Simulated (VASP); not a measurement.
All values below come from PBE GGA with spin-orbit coupling, VASP's PBE PAW potentials (set 64) (plane waves; VASP).

VASP input:

### INCAR
```
! general
SYSTEM     = AuAl2
PREC       = Accurate
ENCUT      = 400
LREAL      = F
LASPH      = T

! electronic loop
EDIFF      = 1E-6
NELM       = 100
ALGO       = Normal
LMAXMIX    = 6

! smearing
ISMEAR     = 0
SIGMA      = 0.05

! functional
GGA        = PE
GGA_COMPAT = F

! spin
MAGMOM     = 9*0
LSORBIT    = T

! output
LWAVE      = F
LCHARG     = F
```

File POSCAR:
```
AuAl2
1
    0.0000000000     3.0279176444     3.0279176444
    3.0279176444     0.0000000000     3.0279176444
    3.0279176444     3.0279176444     0.0000000000
Al Au
2 1
Direct
  0.2500000000   0.2500000000   0.2500000000
  0.7500000000   0.7500000000   0.7500000000
  0.0000000000   0.0000000000   0.0000000000
```

File KPOINTS:
```
Automatic mesh
0
Gamma
8 8 8
0 0 0
```

File KPOINTS_OPT:
```
k-points along high-symmetry lines
8
Line-mode
Reciprocal
  0.000000   0.000000   0.000000 ! GAMMA
  0.500000   0.000000   0.500000 ! X

  0.500000   0.000000   0.500000 ! X
  0.625000   0.250000   0.625000 ! U

  0.375000   0.375000   0.750000 ! K
  0.000000   0.000000   0.000000 ! GAMMA

  0.000000   0.000000   0.000000 ! GAMMA
  0.500000   0.500000   0.500000 ! L

  0.500000   0.500000   0.500000 ! L
  0.500000   0.250000   0.750000 ! W

  0.500000   0.250000   0.750000 ! W
  0.500000   0.000000   0.500000 ! X
```

POTCAR, in this order: Al Au (PBE.64 set). Program: vasp_ncl.

The run wrote:

### OSZICAR
```
       N       E                     dE             d eps       ncg     rms          rms(c)
DAV:   1     0.541206841133E+02    0.54121E+02   -0.62257E+03  1424   0.981E+02
DAV:   2    -0.117901102469E+02   -0.65911E+02   -0.61564E+02  1664   0.194E+02
DAV:   3    -0.136481948423E+02   -0.18581E+01   -0.18420E+01  1792   0.316E+01
DAV:   4    -0.136648351605E+02   -0.16640E-01   -0.16630E-01  1648   0.347E+00
DAV:   5    -0.136651223814E+02   -0.28722E-03   -0.28721E-03  1760   0.474E-01    0.943E+00
DAV:   6    -0.125023832693E+02    0.11627E+01   -0.63183E+00  1584   0.292E+01    0.514E+00
DAV:   7    -0.124290213346E+02    0.73362E-01   -0.34053E-01  1528   0.677E+00    0.267E+00
DAV:   8    -0.124064463077E+02    0.22575E-01   -0.17727E-02  1712   0.100E+00    0.153E+00
DAV:   9    -0.123995948621E+02    0.68514E-02   -0.53208E-03  1552   0.773E-01    0.284E-01
DAV:  10    -0.123996251960E+02   -0.30334E-04   -0.79220E-04  1624   0.323E-01    0.141E-01
DAV:  11    -0.123996921669E+02   -0.66971E-04   -0.14878E-04  1488   0.119E-01    0.278E-02
DAV:  12    -0.123996911688E+02    0.99810E-06   -0.30409E-06  1784   0.188E-02
   1 F= -.12399691E+02 E0= -.12399262E+02  d E =-.858427E-03  mag=    -0.0000     0.0000     0.0000
       N       E                     dE             ncg
       N       E                     dE             ncg
```

**OUTCAR**
```
------------------------ aborting loop because EDIFF is reached ----------------------------------------
  FORCE on cell =-STRESS in cart. coord.  units (eV):
  Direction    XX          YY          ZZ          XY          YZ          ZX
  --------------------------------------------------------------------------------------
  Total       -0.2183992     -0.2183992     -0.2183992     -0.0000000     -0.0000000     -0.0000000
  in kB       -6.3023067     -6.3023067     -6.3023067     -0.0000000     -0.0000000     -0.0000000
  external PRESSURE =      -6.3023067 kB  Pullay stress =       0.0000000 kB
  volume of cell :       55.52
      direct lattice vectors                 reciprocal lattice vectors
     0.000000000  3.027917644  3.027917644    -0.165129987  0.165129987  0.165129987
     3.027917644  0.000000000  3.027917644     0.165129987 -0.165129987  0.165129987
     3.027917644  3.027917644  0.000000000     0.165129987  0.165129987 -0.165129987
 POSITION                                       TOTAL-FORCE (eV/Angst)
 -----------------------------------------------------------------------------------
      1.51396      1.51396      1.51396         0.000000      0.000000      0.000000
      4.54188      4.54188      4.54188        -0.000000     -0.000000     -0.000000
      0.00000      0.00000      0.00000         0.000000      0.000000     -0.000000
 -----------------------------------------------------------------------------------
    total drift:                               -0.000000      0.000000      0.000000
  FREE ENERGIE OF THE ION-ELECTRON SYSTEM (eV)
  ---------------------------------------------------
  free  energy   TOTEN  =       -12.3996911688 eV

  energy  without entropy=      -12.3988327423  energy(sigma->0) =      -12.39926196

 Ion:    1  E_soc:     -0.0003922

 Ion:    2  E_soc:     -0.0003922

 Ion:    3  E_soc:     -0.7429028
```
(Selected blocks of OUTCAR.)

The compound is AuAl2 in the fluorite structure. It was relaxed first.
